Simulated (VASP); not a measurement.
Input:

```
CELL_PARAMETERS angstrom
      5.61547     0.00000     0.00000
      0.00000     3.80146     0.00000
      0.00000     0.00000     5.78901
ATOMIC_POSITIONS crystal
  La 0.75000 0.00000 0.79310
  La 0.25000 0.00000 0.20690
  Mg 0.25000 0.50000 0.69324
  Mg 0.75000 0.50000 0.30676
```

Computed with LDA (Ceperley-Alder, Perdew-Zunger), VASP's LDA PAW potentials (set 64) (plane waves; VASP). Numerical set-up: 300 eV cut-off, 5×8×5 Γ-centred mesh, Gaussian smearing of 0.050 eV, potentials La Mg.

At this cut-off the stress carries a Pulay error, which pulls relaxed volumes low.

Task: Which forces act on the atoms, in eV/Å?

Result: 
```json
[
 {"atom": "La1", "Fx": "0.000", "Fy": "0.000", "Fz": "-0.067"},
 {"atom": "La2", "Fx": "0.000", "Fy": "0.000", "Fz": "0.067"},
 {"atom": "Mg3", "Fx": "0.000", "Fy": "0.000", "Fz": "0.072"},
 {"atom": "Mg4", "Fx": "0.000", "Fy": "0.000", "Fz": "-0.072"}
]
```

Task: Give the stress tensor in GPa (positive for a compressed cell).

Result: 
```
-3.05   0.00   0.00
 0.00  -3.25   0.00
 0.00   0.00  -3.13
```
The pressure is its mean diagonal, -3.14 GPa.

The structure comes from a computed database's LaMg entry (Pmma); how it stands against other phases isn't given here. The cell was not relaxed at this level.
